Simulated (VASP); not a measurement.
Here is a VASP 6.6.1 calculation.

INCAR

```
SYSTEM = TiPd
PREC = Accurate
ENCUT = 520
EDIFF = 1E-6
ISMEAR = 0
SIGMA = 0.15
LREAL = .FALSE.
LASPH = .TRUE.
NELM = 100
ALGO = Fast
ISIF = 2
LWAVE = .FALSE.
LCHARG = .FALSE.
NBANDS = 18
```

KPOINTS

```
regular mesh
0
G
  16 16 16
  0 0 0
```

POSCAR

```
TiPd
1.0
    3.2754000000      0.0000000000      0.0000000000
    0.0000000000      3.2754000000      0.0000000000
    0.0000000000      0.0000000000      3.1800000000
Ti Pd
1 1
Direct
    0.5000000000      0.5000000000      0.5000000000
    0.0000000000      0.0000000000      0.0000000000
```

Potentials or basis: VASP PAW LDA potentials, release 64 (Ti_sv, Pd).

Run with:

```console
$ cat potpaw_LDA.64/Ti_sv/POTCAR potpaw_LDA.64/Pd/POTCAR > POTCAR
$ mpirun -np 1 vasp_std > vasp.out
```

(1) What does it give for the band gap on the k mesh?

(2) What does it give for the pressure?

## Answers

(1) none (metal or under the smearing width).

(2) -18.0 GPa.

Caveat: so large a pressure means that the cell lies far from this level's equilibrium, or that cutoff or potentials fall short.
